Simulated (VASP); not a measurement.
Crystal: SnSe2.

```
CELL_PARAMETERS angstrom
3.82515 0.00000 0.00000
-1.91257 3.31268 0.00000
0.00000 0.00000 6.22708
ATOMIC_POSITIONS crystal
Sn 0.00000 0.00000 0.00000
Se 0.33333 0.66667 0.25308
Se 0.66667 0.33333 0.74692
```

The cell was built by a generator and needn't be a form met in nature.

Base run:

* Program: VASP 6.6.1
* Functional: r2SCAN
* Potentials or basis: VASP PAW PBE potentials, release 64 (Sn_d, Se)
* Cutoff: 520 eV
* k mesh: 12 × 12 × 4
* Occupations: gaussian, width 0.01 eV
* Spin: no spin polarisation

Its results: band gap on the k mesh 1.01 eV, indirect (least direct gap 1.49 eV); pressure 1.0 GPa; largest force 0.016 eV/Å.

Q: The run is repeated on the same cell with these changes: functional from r2SCAN to PBE; occupations from gaussian, width 0.01 eV to fermi-dirac, width 0.02 eV. What comes out?

A: Band gap on the k mesh 0.74 eV, indirect (least direct gap 1.12 eV); pressure 3.0 GPa; largest force 0.275 eV/Å.

Caveats: spin-orbit coupling is left out, which moves the levels of the heavy elements; the PAW data sets were made with another functional, which shifts forces and pressure a little (some runs); this functional lacks dispersion, which binds the layers, so the pressure and a relaxed spacing across them are unreliable (some runs).

A k mesh can miss the band edges.
